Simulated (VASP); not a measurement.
```xyz
2
Lattice="3.1439 0.0000 0.0000 0.0000 3.1439 0.0000 0.0000 0.0000 3.1439" Properties=species:S:1:pos:R:3 pbc="T T T"
Mo     0.0000     0.0000     0.0000
Se     1.5719     1.5719     1.5719
```

Calculation: PBE GGA, VASP's PBE PAW potentials (set 64) (plane waves; VASP). Run with 400 eV cut-off, Gaussian smearing of 0.050 eV, potentials Mo_sv Se.

Q: Give the energies of bands 6 to 13 at the high-symmetry points, in eV from the Fermi level.

A: 
```
band      Γ      X      M      R
----  -----  -----  -----  -----
6     -3.60  -8.79  -6.23  -7.61
7     -3.60  -3.73  -6.23  -7.61
8     -1.86  -3.73  -3.20  -7.61
9     -1.86  -2.67  -0.99   2.33
10    -1.86   0.92  -0.99   2.33
11     0.61   1.93  -0.34   2.91
12     0.61   4.24   0.30   2.91
13     0.61   4.24   2.21   2.91
```

It has no gap at this level: it comes out as a metal or semimetal.

The structure was generated: MoSe was put into the CsCl type type (Pm-3m), which need not be its known phase. It was relaxed first, which changed the volume by -31 %.
